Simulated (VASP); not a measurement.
These are PBEsol GGA, VASP's PBE PAW potentials (set 64) (plane waves; VASP) values and carry that method's errors.

VASP input:

### INCAR
```
SYSTEM = I
PREC = Accurate
ENCUT = 400
EDIFF = 1E-6
NELM = 100
ALGO = Normal
LREAL = .FALSE.
LASPH = .TRUE.
ISMEAR = 0
SIGMA = 0.05
GGA = PS
LMAXMIX = 4
LWAVE = .FALSE.
LCHARG = .FALSE.
IBRION = 2
ISIF = 3
NSW = 60
EDIFFG = -0.01
```

File KPOINTS:
```
Automatic mesh
0
Gamma
8 8 8
0 0 0
```

File POSCAR:
```
I
1.0
 -2.0626030000   2.0626030000   2.0626030000
  2.0626030000  -2.0626030000   2.0626030000
  2.0626030000   2.0626030000  -2.0626030000
I
1
direct
  0.0000000000   0.0000000000   0.0000000000
```

POTCAR, in this order: I (PBE.64 set). Program: vasp_std.

Output

File OSZICAR:
```
       N       E                     dE             d eps       ncg     rms          rms(c)
DAV:   1     0.160041642743E+02    0.16004E+02   -0.20219E+03   406   0.552E+02
DAV:   2    -0.941981153037E+00   -0.16946E+02   -0.16474E+02   588   0.854E+01
DAV:   3    -0.134986939992E+01   -0.40789E+00   -0.40701E+00   483   0.156E+01
DAV:   4    -0.135211902334E+01   -0.22496E-02   -0.22495E-02   679   0.150E+00
DAV:   5    -0.135212663762E+01   -0.76143E-05   -0.76136E-05   539   0.519E-02    0.430E+00
DAV:   6    -0.135136551237E+01    0.76113E-03   -0.22808E-03   609   0.312E-01    0.262E+00
DAV:   7    -0.135155742129E+01   -0.19191E-03   -0.39812E-03   525   0.424E-01    0.105E-01
DAV:   8    -0.135153060569E+01    0.26816E-04   -0.18917E-04   497   0.860E-02    0.154E-02
DAV:   9    -0.135153126161E+01   -0.65593E-06   -0.21683E-06   658   0.147E-02
   1 F= -.13515313E+01 E0= -.13501516E+01  d E =-.135153E+01
       N       E                     dE             d eps       ncg     rms          rms(c)
DAV:   1    -0.144017153231E+01   -0.88641E-01   -0.18033E+00   406   0.770E+00    0.140E+00
DAV:   2    -0.138348877763E+01    0.56683E-01   -0.74551E-02   420   0.191E+00    0.615E-01
DAV:   3    -0.136334641797E+01    0.20142E-01   -0.65939E-02   420   0.141E+00    0.740E-01
DAV:   4    -0.136339106248E+01   -0.44645E-04   -0.56486E-04   588   0.237E-01    0.762E-01
DAV:   5    -0.136342386653E+01   -0.32804E-04   -0.48258E-06   504   0.190E-02    0.459E-01
DAV:   6    -0.136337839058E+01    0.45476E-04   -0.57275E-05   441   0.640E-02    0.516E-01
DAV:   7    -0.136334559728E+01    0.32793E-04   -0.11511E-05   462   0.259E-02    0.298E-01
DAV:   8    -0.136334007117E+01    0.55261E-05   -0.63910E-07   301   0.706E-03    0.238E-01
DAV:   9    -0.136333257667E+01    0.74945E-05   -0.54555E-06   420   0.174E-02    0.898E-02
DAV:  10    -0.136333283734E+01   -0.26067E-06   -0.15682E-06   448   0.979E-03
   2 F= -.13633328E+01 E0= -.13621547E+01  d E =-.118016E-01
       N       E                     dE             d eps       ncg     rms          rms(c)
DAV:   1    -0.136409937019E+01   -0.76679E-03   -0.15737E-02   406   0.712E-01    0.130E-01
DAV:   2    -0.136360469902E+01    0.49467E-03   -0.66907E-04   406   0.183E-01    0.598E-02
DAV:   3    -0.136342898833E+01    0.17571E-03   -0.58592E-04   406   0.134E-01    0.785E-02
DAV:   4    -0.136342937903E+01   -0.39070E-06   -0.52792E-06   567   0.229E-02
   3 F= -.13634294E+01 E0= -.13622697E+01  d E =-.118981E-01
```

OUTCAR:
```
------------------------ aborting loop because EDIFF is reached ----------------------------------------
  FORCE on cell =-STRESS in cart. coord.  units (eV):
  Direction    XX          YY          ZZ          XY          YZ          ZX
  --------------------------------------------------------------------------------------
  Total       -0.0011609     -0.0011609     -0.0011609      0.0000000      0.0000000      0.0000000
  in kB       -0.0563180     -0.0563180     -0.0563180      0.0000000      0.0000000      0.0000000
  external PRESSURE =      -0.0563180 kB  Pullay stress =       0.0000000 kB
  volume of cell :       33.03
      direct lattice vectors                 reciprocal lattice vectors
    -2.021169018  2.021169018  2.021169018     0.000000000  0.247381587  0.247381587
     2.021169018 -2.021169018  2.021169018     0.247381587  0.000000000  0.247381587
     2.021169018  2.021169018 -2.021169018     0.247381587  0.247381587  0.000000000
 POSITION                                       TOTAL-FORCE (eV/Angst)
 -----------------------------------------------------------------------------------
      0.00000      0.00000     -0.00000        -0.000000     -0.000000     -0.000000
 -----------------------------------------------------------------------------------
    total drift:                                0.000000     -0.000000     -0.000000
  FREE ENERGIE OF THE ION-ELECTRON SYSTEM (eV)
  ---------------------------------------------------
  free  energy   TOTEN  =        -1.3634293790 eV

  energy  without entropy=       -1.3611100720  energy(sigma->0) =       -1.36226973

 reached required accuracy - stopping structural energy minimisation
```
(Selected blocks of OUTCAR.)

CONTCAR:
```
I
   1.00000000000000
    -2.0211690180414847    2.0211690180414847    2.0211690180414847
     2.0211690180414847   -2.0211690180414847    2.0211690180414847
     2.0211690180414847    2.0211690180414847   -2.0211690180414847
  I
     1
Direct
     0.0000000000000000    0.0000000000000000    0.0000000000000000
```

Energy and stress use the plane-wave basis of the starting cell.

The structure was generated: I was put into the bcc type (Im-3m), which need not be its known phase. This run relaxes it. Symmetry was kept, so distortions that lower it aren't found.
